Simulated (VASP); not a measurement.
Given:

```
CELL_PARAMETERS angstrom
      4.01555     0.00000     0.00000
      0.00000     4.01555     0.00000
      0.00000     0.00000     4.01555
ATOMIC_POSITIONS crystal
  Ba 0.00000 0.00000 0.00000
  Ti 0.50000 0.50000 0.50000
  O  0.50000 0.00000 0.50000
  O  0.00000 0.50000 0.50000
  O  0.50000 0.50000 0.00000
```

Level of theory: PBE GGA with D3 dispersion (zero damping), VASP's PBE PAW potentials (set 64) (plane waves; VASP). Numerical set-up: 520 eV cut-off, Gaussian smearing of 0.050 eV, potentials Ba_sv Ti_sv O.

Unless said otherwise, spin-orbit coupling is left out, though it shifts the bands of the heavy elements here.

**Question.** Predict the band gap (along the path) with the smallest direct gap where there is one.

**Answer.** 
```json
{
  "band gap (along the path)": "1.72 eV",
  "smallest direct gap (along the path)": "1.88 eV"
}
```

Total energies compare only between runs with the same potentials, cut-off and functional.

The compound is BaTiO3 in the cubic perovskite structure, the ideal cubic form; the compound distorts at low or room temperature. It was relaxed first.
